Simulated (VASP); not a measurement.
Input of a VASP 6.6.1 run:

INCAR

```
SYSTEM = KPt2S2
ALGO = Normal
EDIFF = 1E-7
ENCUT = 520
ISIF = 2
ISMEAR = -1
LASPH = .TRUE.
LCHARG = .FALSE.
LMIXTAU = .TRUE.
LREAL = .FALSE.
LWAVE = .FALSE.
METAGGA = R2SCAN
NBANDS = 28
NELM = 60
PREC = Accurate
SIGMA = 0.1
```

Contents of KPOINTS:

```
k-points
0
G
  5 5 5
  0 0 0
```

File POSCAR:

```
KPt2S2
1.0
   -2.7662010000      2.7799000000      0.0000000000
    2.7662010000      0.0000000000      6.6747930000
    2.7662010000      2.7799000000      0.0000000000
K Pt S
1 2 2
Direct
    0.5000000000      0.0000000000      0.5000000000
    0.2500000000      0.5000000000      0.2500000000
    0.7500000000      0.5000000000      0.7500000000
    0.1428000000      0.2856000000      0.8572000000
    0.8572000000      0.7144000000      0.1428000000
```

Potentials or basis: VASP PAW PBE potentials, release 64 (K_sv, Pt, S).

Command:

```console
$ cat potpaw_PBE.64/K_sv/POTCAR potpaw_PBE.64/Pt/POTCAR potpaw_PBE.64/S/POTCAR > POTCAR
$ mpirun -np 1 vasp_std > vasp.out
```

Task: What does it give for the largest force?

Result: 1.000 eV/Å.

Task: Estimate the band gap on the k mesh.

Result: None (metal or under the smearing width).

Task: What does it give for the pressure?

Result: 5.3 GPa.

Forces in eV/Å, atoms in the order of the input:
```
K    0.000  0.000  0.000
Pt   0.000  0.000  0.000
Pt   0.000  0.000  0.000
S    0.000  0.000 -1.000
S    0.000  0.000  1.000
```

Caveat: the PAW data sets were made with another functional, which shifts forces and pressure a little. The run has no spin-orbit coupling, so splittings on Pt are missing.
